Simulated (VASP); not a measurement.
# CrTc3 (Pm-3m) in VASP: single point with PBEsol

Aim: the single point of CrTc3 with PBEsol.

Everything below comes from runs of VASP 6.6.1. Logs are shortened: lines on timing, memory, paths and dates and some standing lists are left out, and cuts for length are marked.

**1. The structure**

Symmetry: Pm-3m, No. 221, cubic system. The conventional cell has a = 3.726 Å, b = 3.726 Å, c = 3.726 Å, α = 90.00°, β = 90.00°, γ = 90.00°. Cr (site symmetry m-3m) has 12 Tc at 2.63 Å as nearest neighbours. Around Tc (site symmetry 4/mmm) lie 4 Cr at 2.63 Å and 8 Tc at 2.63 Å.

The cell comes from a database or a generator and needn't be the stable form of this composition.

**2. Single point, PBEsol, collinear spin, typed start**

File INCAR:

```
SYSTEM = CrTc3
PREC     = Accurate       ! precision mode
ENCUT    = 520            ! plane-wave cutoff, eV
EDIFF    = 1E-6           ! SCF threshold, eV
ISMEAR   = 0              ! smearing method
SIGMA    = 0.05           ! smearing width, eV
LREAL    = .False.        ! projectors in reciprocal space
LASPH    = .True.         ! aspherical terms in the spheres
NELM     = 150            ! most SCF steps
ALGO     = Normal         ! electronic algorithm
ISIF     = 2              ! what is computed and relaxed
LWAVE    = .False.        ! write WAVECAR
LCHARG   = .False.        ! write CHGCAR
ISPIN    = 2              ! spin polarisation
MAGMOM   = 0.05 0 0 0     ! initial moments
LORBIT   = 11             ! projections on sites
LMAXMIX  = 4              ! l up to which the mixer works
GGA      = PS             ! functional
NBANDS   = 38             ! bands
```

File KPOINTS:

```
Automatic mesh
0
Gamma
  8 8 8
  0 0 0
```

File POSCAR:

```
CrTc3
1.0
    3.7258280698      0.0000000000      0.0000000000
    0.0000000000      3.7258280698      0.0000000000
    0.0000000000      0.0000000000      3.7258280698
Cr Tc
1 3
Direct
    0.0000000000      0.0000000000      0.0000000000
    0.0000000000      0.5000000000      0.5000000000
    0.5000000000      0.5000000000      0.0000000000
    0.5000000000      0.0000000000      0.5000000000
```

Potentials or basis: VASP PAW PBE potentials, release 64 (Cr_pv, Tc_pv).

On the command line:

```console
cat potpaw_PBE.64/Cr_pv/POTCAR potpaw_PBE.64/Tc_pv/POTCAR > POTCAR
mpirun -np 1 vasp_std > vasp.out
```

OUTCAR:

```text
SYSTEM = CrTc3
   PREC = Accurate
   ENCUT = 520
   EDIFF = 1E-6
   ISMEAR = 0
   LREAL = .False.
   LASPH = .True.
   NELM = 150
   ISIF = 2
   ISPIN = 2
   LORBIT = 11
   GGA = PS

 ion  position               nearest neighbor table
   1  0.000  0.000  0.000-   2 2.63   3 2.63   4 2.63   2 2.63   4 2.63   2 2.63   3 2.63   2 2.63
                             3 2.63   4 2.63   4 2.63   3 2.63
   2  0.000  0.500  0.500-   1 2.63   3 2.63   4 2.63   1 2.63   3 2.63   1 2.63   4 2.63   1 2.63
                             3 2.63   4 2.63   3 2.63   4 2.63
   3  0.500  0.500  0.000-   1 2.63   2 2.63   4 2.63   2 2.63   4 2.63   1 2.63   4 2.63   4 2.63
                             1 2.63   2 2.63   2 2.63   1 2.63
   4  0.500  0.000  0.500-   1 2.63   2 2.63   3 2.63   1 2.63   3 2.63   2 2.63   3 2.63   3 2.63
                             1 2.63   2 2.63   1 2.63   2 2.63

  LATTYP: Found a simple cubic cell.
 ALAT       =     3.7258280698

  Lattice vectors:

 A1 = (   3.7258280698,   0.0000000000,   0.0000000000)
 A2 = (   0.0000000000,   3.7258280698,   0.0000000000)
 A3 = (   0.0000000000,   0.0000000000,   3.7258280698)

Analysis of symmetry for initial positions (statically):
=====================================================================
 Subroutine PRICEL returns:
 Original cell was already a primitive cell.

 Routine SETGRP: Setting up the symmetry group for a
 simple cubic supercell.

 Subroutine GETGRP returns: Found 48 space group operations
 (whereof 48 operations were pure point group operations)
 out of a pool of 48 trial point group operations.

The static configuration has the point symmetry O_h .

Analysis of symmetry for dynamics (positions and initial velocities):
=====================================================================
 Subroutine PRICEL returns:
 Original cell was already a primitive cell.

 Routine SETGRP: Setting up the symmetry group for a
 simple cubic supercell.

 Subroutine GETGRP returns: Found 48 space group operations
 (whereof 48 operations were pure point group operations)
 out of a pool of 48 trial point group operations.

The dynamic configuration has the point symmetry O_h .

Analysis of structural, dynamic, and magnetic symmetry:
=====================================================================
 Subroutine PRICEL returns:
 Original cell was already a primitive cell.

 Routine SETGRP: Setting up the symmetry group for a
 simple cubic supercell.

 Subroutine GETGRP returns: Found 48 space group operations
 (whereof 48 operations were pure point group operations)
 out of a pool of 48 trial point group operations.

The overall configuration has the point symmetry O_h .

 Subroutine INISYM returns: Found 48 space group operations
 (whereof 48 operations are pure point group operations),
 and found     1 'primitive' translations

----------------------------------------------------------------------------------------

                                     Primitive cell

  volume of cell :      51.7212

  direct lattice vectors                    reciprocal lattice vectors
     3.725828070  0.000000000  0.000000000     0.268396711  0.000000000  0.000000000
     0.000000000  3.725828070  0.000000000     0.000000000  0.268396711  0.000000000
     0.000000000  0.000000000  3.725828070     0.000000000  0.000000000  0.268396711

  length of vectors
     3.725828070  3.725828070  3.725828070     0.268396711  0.268396711  0.268396711

  position of ions in fractional coordinates (direct lattice)
     0.000000000  0.000000000  0.000000000
     0.000000000  0.500000000  0.500000000
     0.500000000  0.500000000  0.000000000
     0.500000000  0.000000000  0.500000000

  ion indices of the primitive-cell ions
   primitive index   ion index
                 1           1
                 2           2
                 3           3
                 4           4

----------------------------------------------------------------------------------------

 KPOINTS: Automatic mesh

Automatic generation of k-mesh.
 Grid dimensions read from file:
 generate k-points for:    8    8    8

 Generating k-lattice:

  Cartesian coordinates                     Fractional coordinates (reciprocal lattice)
     0.033549589  0.000000000  0.000000000     0.125000000  0.000000000  0.000000000
     0.000000000  0.033549589  0.000000000     0.000000000  0.125000000  0.000000000
     0.000000000  0.000000000  0.033549589     0.000000000  0.000000000  0.125000000

  Length of vectors
     0.033549589  0.033549589  0.033549589

  Shift w.r.t. Gamma in fractional coordinates (k-lattice)
     0.000000000  0.000000000  0.000000000

 Subroutine IBZKPT returns following result:
 ===========================================

 Found     35 irreducible k-points:

 Following reciprocal coordinates:
            Coordinates               Weight
  0.000000  0.000000  0.000000      1.000000
  0.125000  0.000000  0.000000      6.000000
  0.250000  0.000000  0.000000      6.000000
  0.375000  0.000000  0.000000      6.000000
  0.500000  0.000000  0.000000      3.000000
  0.125000  0.125000  0.000000     12.000000
[... 16 lines left out ...]
  0.375000  0.375000  0.125000     24.000000
  0.500000  0.375000  0.125000     24.000000
 [... further k-points ...]
   k-points           NKPTS =     35   k-points in BZ     NKDIM =     35   number of bands    NBANDS=     38
   number of dos      NEDOS =    301   number of ions     NIONS =      4
   total plane-waves  NPLWV =  21952
   dimension x,y,z NGX =    28 NGY =   28 NGZ =   28
   dimension x,y,z NGXF=    56 NGYF=   56 NGZF=   56
   ions per type =               1   3
   NGX,Y,Z   is equivalent  to a cutoff of  12.49, 12.49, 12.49 a.u.
   NGXF,Y,Z  is equivalent  to a cutoff of  24.99, 24.99, 24.99 a.u.
 SYSTEM =  CrTc3
   PREC   = accura    normal or accurate (medium, high low for compatibility)
   ISTART =      0    job   : 0-new  1-cont  2-samecut
   ICHARG =      2    charge: 1-file 2-atom 10-const
   ISPIN  =      2    spin polarized calculation?
   LNONCOLLINEAR =      F non collinear calculations
   LSORBIT =      F    spin-orbit coupling
   LASPH  =      T    aspherical Exc in radial PAW
   ENCUT  =  520.0 eV  38.22 Ry    6.18 a.u.   6.93  6.93  6.93*2*pi/ulx,y,z
   NELM   =    150;   NELMIN=  2; NELMDL= -5     # of ELM steps
   EDIFF  = 0.1E-05   stopping-criterion for ELM
   LREAL  =      F    real-space projection
   EDIFFG = 0.1E-04   stopping-criterion for IOM
   NSW    =      0    number of steps for IOM
   IBRION =     -1    ionic relax: 0-MD 1-quasi-New 2-CG
   NFREE  =      0    steps in history (QN), initial steepest desc. (CG)
   ISIF   =      2    stress and relaxation
   ISYM   =      2    0-nonsym 1-usesym 2-fastsym
   POTIM  = 0.5000    time-step for ionic-motion
   TEBEG  =    0.0;   TEEND  =   0.0 temperature during run
   PSTRESS=    0.0 pullay stress
   NELECT =      51.0000    total number of electrons
   NUPDOWN=      -1.0000    fix difference up-down
   EMIN   =  10.00;   EMAX   =-10.00  energy-range for DOS
   EFERMI =   0.00;   METHOD = LEGACY
   ISMEAR =     0;   SIGMA  =   0.05  broadening in eV -4-tet -1-fermi 0-gaus
   EFERMI_NEDOS =   21; number of points for ismear=-14 and -15
   IALGO  =     38    algorithm
   IMIX   =      4    mixing-type and parameters
     AMIX     =   0.40;   BMIX     =  1.00
     AMIX_MAG =   1.60;   BMIX_MAG =  1.00
  volume/ion in A,a.u.               =      12.93        87.26
  Fermi-wavevector in a.u.,A,eV,Ry     =   1.629454  3.079221 36.125101  2.655120
  Thomas-Fermi vector in A             =   2.721917
   LORBIT       =     11    0 simple, 1 ext, 2 COOP (PROOUT), +10 PAW based schemes
   GGA     = PS    functional components
   LHFCALC =     F    Hartree Fock is set to
   AEXX    =    0.0000 exact exchange contribution
   IVDW    =     0    specifies the selected vdW correction
   LEPSILON=     F    determine dielectric tensor
   LRPA    =     F    only Hartree local field effects (RPA)
 spin polarized calculation
 Gauss-broadening in eV      SIGMA  =   0.05
  energy-cutoff  :      520.00
  volume of cell :       51.72
 maximum number of plane-waves:      1408
 NGX is ok and might be reduce to    28
   NGX = 13   NGY = 13   NGZ = 13

 number of electron      51.0000028 magnetization      -0.0016163

 number of electron      51.0000028 magnetization       0.0004093

 Free energy of the ion-electron system (eV)
  ---------------------------------------------------
  ext. energy  EPLUGINS =         0.00000000
  ---------------------------------------------------
  free energy    TOTEN  =       -43.33133009 eV

  energy without entropy =      -43.32594028  energy(sigma->0) =      -43.32863518

 E-fermi :  13.1408     XC(G=0): -14.2204

 val. band max:       13.1331732563   @ k =   0.3750   0.2500   0.2500
 cond. band min:      13.1441487091   @ k =   0.5000   0.3750   0.0000
 fundamental gap:      0.0109754528
 Fermi energy:        13.1408331004

 spin component 1

 k-point     1 :       0.0000    0.0000    0.0000
  band No.  band energies     occupation
      1     -29.6037      1.00000
      2     -29.6037      1.00000
      3     -29.6037      1.00000
      4     -26.2521      1.00000
      5     -26.2521      1.00000
      6     -26.2521      1.00000
[... 29 lines left out ...]
     36      17.3089      0.00000
     37      20.5497      0.00000

 k-point     2 :       0.1250    0.0000    0.0000
  band No.  band energies     occupation
      1     -29.6013      1.00000
      2     -29.6013      1.00000
      3     -29.6004      1.00000
      4     -26.2305      1.00000
      5     -26.2305      1.00000
      6     -26.2175      1.00000
[... 29 lines left out ...]
     36      18.9760      0.00000
     37      20.5497      0.00000
[... 838 lines left out ...]
     36      20.5454      0.00000
     37      20.6290      0.00000

 k-point    24 :       0.5000    0.3750    0.1250
  band No.  band energies     occupation
      1     -29.6042      1.00000
      2     -29.6030      1.00000
      3     -29.5825      1.00000
      4     -26.3237      1.00000
      5     -26.1170      1.00000
      6     -25.8127      1.00000
[... 29 lines left out ...]
     36      19.6954      0.00000
     37      20.5505      0.00000

 [... further k-points ...]

 spin component 2

 k-point     1 :       0.0000    0.0000    0.0000
  band No.  band energies     occupation
      1     -29.6032      1.00000
      2     -29.6032      1.00000
      3     -29.6032      1.00000
      4     -26.2522      1.00000
      5     -26.2522      1.00000
      6     -26.2522      1.00000
[... 29 lines left out ...]
     36      17.3089      0.00000
     37      20.5503      0.00000

 k-point     2 :       0.1250    0.0000    0.0000
  band No.  band energies     occupation
      1     -29.6009      1.00000
      2     -29.6009      1.00000
      3     -29.6000      1.00000
      4     -26.2305      1.00000
      5     -26.2305      1.00000
      6     -26.2175      1.00000
[... 29 lines left out ...]
     36      18.9761      0.00000
     37      20.5504      0.00000
[... 838 lines left out ...]
     36      20.5460      0.00000
     37      20.6291      0.00000

 k-point    24 :       0.5000    0.3750    0.1250
  band No.  band energies     occupation
      1     -29.6038      1.00000
      2     -29.6026      1.00000
      3     -29.5821      1.00000
      4     -26.3237      1.00000
      5     -26.1170      1.00000
      6     -25.8127      1.00000
[... 29 lines left out ...]
     36      19.6955      0.00000
     37      20.5511      0.00000

 [... further k-points ...]

 [bands above 37 left out]

------------------------ aborting loop because EDIFF is reached ----------------------------------------

  FORCE on cell =-STRESS in cart. coord.  units (eV):
  Direction    XX          YY          ZZ          XY          YZ          ZX
  --------------------------------------------------------------------------------------
  -------------------------------------------------------------------------------------
  Total        4.2265273      4.2265273      4.2265273      0.0000000      0.0000000     -0.0000000
  in kB      130.9259804    130.9259804    130.9259804      0.0000000      0.0000000     -0.0000000
  external PRESSURE =     130.9259804 kB  Pullay stress =       0.0000000 kB

 VOLUME and BASIS-vectors are now :
 -----------------------------------------------------------------------------
  energy-cutoff  :      520.00
  volume of cell :       51.72
      direct lattice vectors                 reciprocal lattice vectors
     3.725828070  0.000000000  0.000000000     0.268396711  0.000000000  0.000000000
     0.000000000  3.725828070  0.000000000     0.000000000  0.268396711  0.000000000
     0.000000000  0.000000000  3.725828070     0.000000000  0.000000000  0.268396711

 POSITION                                       TOTAL-FORCE (eV/Angst)
 -----------------------------------------------------------------------------------
      0.00000      0.00000      0.00000         0.000000      0.000000      0.000000
      0.00000      1.86291      1.86291         0.000000      0.000000      0.000000
      1.86291      1.86291      0.00000         0.000000      0.000000      0.000000
      1.86291      0.00000      1.86291         0.000000      0.000000      0.000000
 -----------------------------------------------------------------------------------
    total drift:                                0.000000      0.000000      0.000000

  FREE ENERGIE OF THE ION-ELECTRON SYSTEM (eV)
  ---------------------------------------------------
  free  energy   TOTEN  =       -43.3313300866 eV

  energy  without entropy=      -43.3259402769  energy(sigma->0) =      -43.32863518

 total charge

# of ion       s       p       d       tot
------------------------------------------
    1        0.413   6.394   4.237  11.045
    2        0.521   6.558   5.234  12.313
    3        0.521   6.558   5.234  12.313
    4        0.521   6.558   5.234  12.313
--------------------------------------------------
tot          1.976  26.068  19.938  47.982

 magnetization (x)

# of ion       s       p       d       tot
------------------------------------------
    1        0.000   0.000   0.000   0.000
    2       -0.000   0.000  -0.000  -0.000
    3       -0.000   0.000  -0.000  -0.000
    4       -0.000   0.000  -0.000  -0.000
--------------------------------------------------
tot         -0.000   0.000   0.000   0.000
```

It took 3.1 min on 1 thread of AMD EPYC 7R43 (Zen 3), shared host; peak memory 0.19 GiB.

Results:

* Free energy: -43.3313 eV
* Pressure: 13.1 GPa
* Band gap on the k mesh: none (metal or under the smearing width)
* Net moment: 0.00 μB per cell
* Valence electrons inside the program's atomic spheres: Cr 11.04; Tc 12.31

Caveat: the PAW data sets were made with another functional, which shifts forces and pressure a little.
